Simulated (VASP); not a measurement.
A run of VASP 6.6.1:

The input INCAR:

```
  PREC = Accurate
  ENCUT = 600
  EDIFF = 1E-7
  ISMEAR = 1
  SIGMA = 0.1
  LREAL = False
  LASPH = True
  NELM = 80
  ALGO = Normal
  ISIF = 4
  LWAVE = False
  LCHARG = False
  GGA = PE
  IVDW = 12
  IBRION = 2
  NSW = 40
  EDIFFG = -0.01
```

File KPOINTS:

```
Automatic mesh
0
Gamma
  15 15 7
```

The input POSCAR:

```
Hf                                      
1.0
    3.1880040094      0.0000000000      0.0000000000
   -1.5940020047      2.7608924595      0.0000000000
    0.0000000000      0.0000000000      5.0410667786
  Hf            
     2
Direct
     0.3333333332999970    0.6666666667000030    0.2500000000000000
     0.6666666667000030    0.3333333332999970    0.7500000000000000
```

Potentials or basis: VASP PAW PBE potentials, release 64 (Hf_pv).

Command:

```sh
$ cat potpaw_PBE.64/Hf_pv/POTCAR > POTCAR
$ mpirun -np 1 vasp_std > vasp.out
```

Hardware: 1 thread of Intel(R) Xeon(R) Platinum 8488C (Sapphire Rapids) (shared host).

**Question.** How long does it take, and how much memory?

**Answer.** Wall time 54 s on 1 thread of Intel(R) Xeon(R) Platinum 8488C (Sapphire Rapids) (shared host), peak memory 0.23 GiB. Counts: scf iterations 14, k points 108, ion steps 1.
